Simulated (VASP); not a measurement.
Here is a VASP 6.6.1 calculation.

File INCAR:

```
SYSTEM = GaAs
  PREC = Accurate
  ENCUT = 520
  EDIFF = 1E-7
  ISMEAR = 0
  SIGMA = 0.02
  LREAL = .False.
  LASPH = .True.
  NELM = 100
  ALGO = Normal
  ISIF = 2
  LWAVE = .False.
  LCHARG = .False.
  GGA = PE
  NBANDS = 11
```

Contents of KPOINTS:

```
Automatic mesh
0
Gamma
  10 10 10
  0 0 0
```

Contents of POSCAR:

```
GaAs                                    
1.0
    0.0000000000      2.8517362816      2.8517362816
    2.8517362816      0.0000000000      2.8517362816
    2.8517362816      2.8517362816      0.0000000000
  Ga              As            
     1     1
Direct
     0.0000000000000000    0.0000000000000000    0.0000000000000000
     0.2500000000000000    0.2500000000000000    0.2500000000000000
```

Potentials or basis: VASP PAW PBE potentials, release 64 (Ga, As).

Command:

```console
$ cat potpaw_PBE.64/Ga/POTCAR potpaw_PBE.64/As/POTCAR > POTCAR
$ mpirun -np 1 vasp_std > vasp.out
```

(1) Estimate the pressure.

(2) Predict the band gap on the k mesh.

Results:

(1) 2.0 GPa.

(2) 0.38 eV, direct.
